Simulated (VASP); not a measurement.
Input:

```xyz
2
Lattice="0.0000 3.2744 3.2744 3.2744 0.0000 3.2744 3.2744 3.2744 0.0000" Properties=species:S:1:pos:R:3 pbc="T T T"
Rb     0.0000     0.0000     0.0000
Cl     3.2744     3.2744     3.2744
```

All values below come from optB86b-vdW, VASP's PBE PAW potentials (set 64) (plane waves; VASP). Settings: 520 eV cut-off, 8×8×8 Γ-centred mesh, tetrahedra with Blöchl corrections, potentials Rb_sv Cl.

Estimate the energy per atom (σ→0), band gap (on the k-mesh) with the smallest direct gap where there is one.

```yaml
band gap (on the k-mesh): 4.95 eV
smallest direct gap (on the k-mesh): 4.95 eV
energy per atom (σ→0): -1.511 eV/atom
```

Only differences to runs with the same potentials and settings are physical.

The compound is RbCl in the rock salt structure. It was relaxed first.
